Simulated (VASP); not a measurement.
# Si3Bi2Te3 (Pmmm) in VASP: relaxation of cell and atoms with PBE

Aim: the relaxation of cell and atoms of Si3Bi2Te3 with PBE.

Program: VASP 6.6.1. These are calculated values, not measurements. Logs are shortened: lines on timing, memory, paths and dates and some standing lists are left out, and cuts for length are marked.

### Step 1. The crystal as given

The structure is orthorhombic, space group Pmmm (No. 47). The conventional cell has a = 4.572 Å, b = 4.601 Å, c = 9.362 Å, α = 90.00°, β = 90.00°, γ = 90.00°. Around Si (site symmetry mm2) lie 2 Si at 3.24 Å and 4 Bi at 3.24 Å and 6 Te at 3.25 to 3.32 Å. Around Si (site symmetry mmm) lie 4 Bi at 3.23 Å and 4 Si at 3.24 Å and 4 Te at 3.24 Å. Bi (site symmetry mm2) has 6 Te at 3.22 to 3.34 Å and 6 Si at 3.23 to 3.24 Å as nearest neighbours. Te (site symmetry mmm) is surrounded by 4 Te at 3.24 Å and 4 Si at 3.31 Å and 4 Bi at 3.34 Å. Around Te (site symmetry mmm) lie 4 Bi at 3.22 Å and 8 Si at 3.24 to 3.25 Å. Te (site symmetry mmm) has 4 Te at 3.24 Å and 4 Si at 3.32 Å and 4 Bi at 3.33 Å as nearest neighbours.

The cell was built by a generator and needn't be a form met in nature.

### Step 2. Relaxation of cell and atoms, PBE

Input file INCAR:

```
ALGO = Fast
EDIFF = 1E-4
EDIFFG = -0.08
ENCUT = 520
GGA = PE
IBRION = 2
ISIF = 3
ISMEAR = 0
LASPH = True
LCHARG = False
LREAL = False
LWAVE = False
NELM = 60
NSW = 24
PREC = Normal
SIGMA = 0.15
```

Input file KPOINTS:

```
k-points
0
Gamma
  3 3 2
```

Input file POSCAR:

```
Si3Bi2Te3
1.0
    4.5718141300      0.0000000000      0.0000000000
    0.0000000000      4.6012660600      0.0000000000
    0.0000000000      0.0000000000      9.3618898100
Si Bi Te
3 2 3
Direct
    0.5000000000      0.5000000000      0.2550169800
    0.5000000000      0.5000000000      0.7449830200
    0.0000000000      0.5000000000      0.5000000000
    0.0000000000      0.0000000000      0.2581214300
    0.0000000000      0.0000000000      0.7418785700
    0.0000000000      0.5000000000      0.0000000000
    0.5000000000      0.0000000000      0.5000000000
    0.5000000000      0.0000000000      0.0000000000
```

Potentials or basis: VASP PAW PBE potentials, release 64 (Si, Bi_d, Te).

Started as:

```bash
cat potpaw_PBE.64/Si/POTCAR potpaw_PBE.64/Bi_d/POTCAR potpaw_PBE.64/Te/POTCAR > POTCAR
mpirun -np 1 vasp_std > vasp.out
```

OUTCAR:

```text
EDIFF = 1E-4
   EDIFFG = -0.08
   ENCUT = 520
   GGA = PE
   IBRION = 2
   ISIF = 3
   ISMEAR = 0
   LASPH = True
   LREAL = False
   NELM = 60
   NSW = 24
   PREC = Normal

 ion  position               nearest neighbor table
   1  0.500  0.500  0.255-   4 3.24   4 3.24   4 3.24   4 3.24   7 3.25   7 3.25   6 3.31   6 3.31
                             8 3.32   8 3.32
   2  0.500  0.500  0.745-   5 3.24   5 3.24   5 3.24   5 3.24   7 3.25   7 3.25   6 3.31   6 3.31
                             8 3.32   8 3.32
   3  0.000  0.500  0.500-   4 3.23   5 3.23   4 3.23   5 3.23   7 3.24   7 3.24   7 3.24   7 3.24

   4  0.000  0.000  0.258-   7 3.22   7 3.22   3 3.23   3 3.23   1 3.24   1 3.24   1 3.24   1 3.24
                             8 3.33   8 3.33   6 3.34   6 3.34
   5  0.000  0.000  0.742-   7 3.22   7 3.22   3 3.23   3 3.23   2 3.24   2 3.24   2 3.24   2 3.24
                             8 3.33   8 3.33   6 3.34   6 3.34
   6  0.000  0.500  0.000-   8 3.24   8 3.24   8 3.24   8 3.24   1 3.31   2 3.31   1 3.31   2 3.31
                             4 3.34   4 3.34   5 3.34   5 3.34
   7  0.500  0.000  0.500-   4 3.22   5 3.22   4 3.22   5 3.22   3 3.24   3 3.24   3 3.24   3 3.24
                             1 3.25   1 3.25   2 3.25   2 3.25
   8  0.500  0.000  0.000-   6 3.24   6 3.24   6 3.24   6 3.24   2 3.32   2 3.32   1 3.32   1 3.32
                             4 3.33   5 3.33   4 3.33   5 3.33

  LATTYP: Found a simple orthorhombic cell.
 ALAT       =     4.5718141300
 B/A-ratio  =     1.0064420664
 C/A-ratio  =     2.0477406876

  Lattice vectors:

 A1 = (   4.5718141300,   0.0000000000,   0.0000000000)
 A2 = (   0.0000000000,   4.6012660600,   0.0000000000)
 A3 = (   0.0000000000,   0.0000000000,   9.3618898100)

Analysis of symmetry for initial positions (statically):
=====================================================================
 Subroutine PRICEL returns:
 Original cell was already a primitive cell.

 Routine SETGRP: Setting up the symmetry group for a
 simple orthorhombic supercell.

 Subroutine GETGRP returns: Found  8 space group operations
 (whereof  8 operations were pure point group operations)
 out of a pool of  8 trial point group operations.

The static configuration has the point symmetry D_2h.

Analysis of symmetry for dynamics (positions and initial velocities):
=====================================================================
 Subroutine PRICEL returns:
 Original cell was already a primitive cell.

 Routine SETGRP: Setting up the symmetry group for a
 simple orthorhombic supercell.

 Subroutine GETGRP returns: Found  8 space group operations
 (whereof  8 operations were pure point group operations)
 out of a pool of  8 trial point group operations.

The dynamic configuration has the point symmetry D_2h.

 Subroutine INISYM returns: Found  8 space group operations
[... 104 lines left out ...]
   NUPDOWN=      -1.0000    fix difference up-down
   EMIN   =  10.00;   EMAX   =-10.00  energy-range for DOS
   EFERMI =   0.00;   METHOD = LEGACY
   ISMEAR =     0;   SIGMA  =   0.15  broadening in eV -4-tet -1-fermi 0-gaus
   EFERMI_NEDOS =   21; number of points for ismear=-14 and -15
   IALGO  =     68    algorithm
   IMIX   =      4    mixing-type and parameters
     AMIX     =   0.40;   BMIX     =  1.00
     AMIX_MAG =   1.60;   BMIX_MAG =  1.00
  volume/ion in A,a.u.               =      24.62       166.13
  Fermi-wavevector in a.u.,A,eV,Ry     =   1.101578  2.081681 16.510331  1.213475
  Thomas-Fermi vector in A             =   2.238008
   LORBIT       =      0    0 simple, 1 ext, 2 COOP (PROOUT), +10 PAW based schemes
   GGA     = PE    functional components
   LHFCALC =     F    Hartree Fock is set to
   AEXX    =    0.0000 exact exchange contribution
   IVDW    =     0    specifies the selected vdW correction
   LEPSILON=     F    determine dielectric tensor
   LRPA    =     F    only Hartree local field effects (RPA)
 conjugate gradient relaxation of ions
 non-spin polarized calculation
 RMM-DIIS sequential band-by-band and
 Gauss-broadening in eV      SIGMA  =   0.15
  energy-cutoff  :      520.00
  volume of cell :      196.94
 maximum number of plane-waves:      5315
   NGX = 17   NGY = 17   NGZ = 35

--------------------------------------- Ionic step        1  -------------------------------------------

 number of electron      60.0000051 magnetization

 Free energy of the ion-electron system (eV)
  ---------------------------------------------------
  ext. energy  EPLUGINS =         0.00000000
  ---------------------------------------------------
  free energy    TOTEN  =       -28.81243740 eV

  energy without entropy =      -28.75120730  energy(sigma->0) =      -28.78182235

------------------------ aborting loop because EDIFF is reached ----------------------------------------

  FORCE on cell =-STRESS in cart. coord.  units (eV):
  Direction    XX          YY          ZZ          XY          YZ          ZX
  --------------------------------------------------------------------------------------
  -------------------------------------------------------------------------------------
  Total        0.3869024     -1.9913934      6.1288634     -0.0000000      0.0000000      0.0000000
  in kB        3.1476216    -16.2008651     49.8610121     -0.0000000      0.0000000      0.0000000
  external PRESSURE =      12.2692562 kB  Pullay stress =       0.0000000 kB
[... 107 lines left out ...]
  FREE ENERGIE OF THE ION-ELECTRON SYSTEM (eV)
  ---------------------------------------------------
  free  energy   TOTEN  =       -29.1144591487 eV

  energy  without entropy=      -29.0673258571  energy(sigma->0) =      -29.09089250

[... ionic steps 4 to 20 ...]

--------------------------------------- Ionic step       21  -------------------------------------------

 number of electron      60.0000041 magnetization

------------------------ aborting loop because EDIFF is reached ----------------------------------------
[... 79 lines left out ...]
--------------------------------------- Ionic step       23  -------------------------------------------

 number of electron      59.9999983 magnetization

 Free energy of the ion-electron system (eV)
  ---------------------------------------------------
  ext. energy  EPLUGINS =         0.00000000
  ---------------------------------------------------
  free energy    TOTEN  =       -29.38342251 eV

  energy without entropy =      -29.33413968  energy(sigma->0) =      -29.35878109

 E-fermi :   7.6667     XC(G=0): -10.1648

 val. band max:        7.6624426482   @ k =   0.3333   0.3333   0.5000
 cond. band min:       7.7370476341   @ k =   0.0000   0.0000   0.0000
 fundamental gap:      0.0746049859
 Fermi energy:         7.6667188512

 k-point     1 :       0.0000    0.0000    0.0000
  band No.  band energies     occupation
      1     -15.3480      2.00000
      2     -15.3453      2.00000
      3     -15.3446      2.00000
      4     -15.3432      2.00000
      5     -15.3129      2.00000
      6     -15.3115      2.00000
[... 336 lines left out ...]
  FREE ENERGIE OF THE ION-ELECTRON SYSTEM (eV)
  ---------------------------------------------------
  free  energy   TOTEN  =       -29.3834225055 eV

  energy  without entropy=      -29.3341396831  energy(sigma->0) =      -29.35878109

 reached required accuracy - stopping structural energy minimisation
```

Wall time 4.7 min (1 thread of AMD EPYC 9R14 (Zen 4), shared host); peak memory 0.2 GiB.

Results:

- Free energy: -29.3834 eV
- Relaxed volume: 25.38 Å³/atom
- Relaxed cell: a = 4.443 Å, b = 4.517 Å, c = 10.118 Å, α = 90.00°, β = 90.00°, γ = 90.00°
- Space group after relaxing (to 0.05 Å): Pmmm (No. 47)
- Energy gained by relaxing: 71.4 meV/atom
- Ionic steps: 23
- Pressure after relaxing: 0.1 GPa
- Largest force after relaxing: 0.016 eV/Å
- Band gap on the k mesh: none (metal or under the smearing width)

Forces in eV/Å, atoms in the order of the input:
```
Si   0.000  0.000 -0.002
Si   0.000  0.000  0.002
Si   0.000  0.000  0.000
Bi   0.000  0.000 -0.016
Bi   0.000  0.000  0.016
Te   0.000  0.000  0.000
Te   0.000  0.000  0.000
Te   0.000  0.000  0.000
```

Step by step:
```
step  energy change (eV)  largest force (eV/Å)  pressure (GPa)  volume (Å³)
   1              0.0000                0.4429            1.23       196.94
   2             -0.2162                0.4066           -0.43       202.23
   3             -0.3020                0.3314           -1.61       206.79
   4             -0.3121                0.2801           -1.92       208.87
   5             -0.3425                0.1435            0.61       200.62
   6             -0.3649                0.2078           -0.46       203.78
   7             -0.3867                0.1987            0.04       201.21
   8             -0.3884                0.2232            0.70       198.66
   9             -0.3900                0.2125            0.65       199.59
  10             -0.4022                0.2325            0.00       201.36
  11             -0.4030                0.2367           -0.11       201.76
  12             -0.4148                0.2253           -0.10       201.84
  13             -0.4417                0.1998           -0.05       202.05
  14             -0.4689                0.3616            0.29       202.47
  15             -0.4761                0.3234            0.29       202.80
  16             -0.4935                0.3334            0.09       203.81
  17             -0.5066                0.3893           -0.15       205.82
  18             -0.5209                0.3558           -0.32       205.52
  19             -0.5491                0.2631           -0.14       204.62
  20             -0.5396                0.0566            0.30       202.68
  21             -0.5544                0.2240           -0.02       203.90
  22             -0.5655                0.0957            0.02       203.48
  23             -0.5710                0.0163            0.06       203.07
```

Final structure:
```xyz
8
Lattice="4.4432 0.0000 0.0000 0.0000 4.5173 0.0000 0.0000 0.0000 10.1177" Properties=species:S:1:pos:R:3 pbc="T T T"
Si    2.2216    2.2586    3.1126
Si    2.2216    2.2586    7.0051
Si    0.0000    2.2586    5.0588
Bi    0.0000    0.0000    2.6104
Bi    0.0000    0.0000    7.5073
Te    0.0000    2.2586    0.0000
Te    2.2216    0.0000    5.0588
Te    2.2216    0.0000    0.0000
```

Levels at points of the mesh, in eV from the Fermi level:
```tsv
k point	band 27	band 28	band 29	band 30	band 31	band 32	band 33	band 34	band 35	band 36
(0.00, 0.00, 0.00)	-0.77	-0.55	0.07	0.20	0.24	0.99	1.19	1.57	1.60	2.14
(0.00, 0.00, 0.50)	-0.69	-0.63	-0.55	-0.31	-0.25	0.56	1.26	1.67	1.75	1.80
```

Caveat: the k mesh is coarse (spacing up to 0.46 Å⁻¹), so the values aren't converged; spin-orbit coupling is left out, which moves the levels of the heavy elements; the relaxation stopped at a loose force limit of 0.08 eV/Å, so its end isn't a converged minimum.
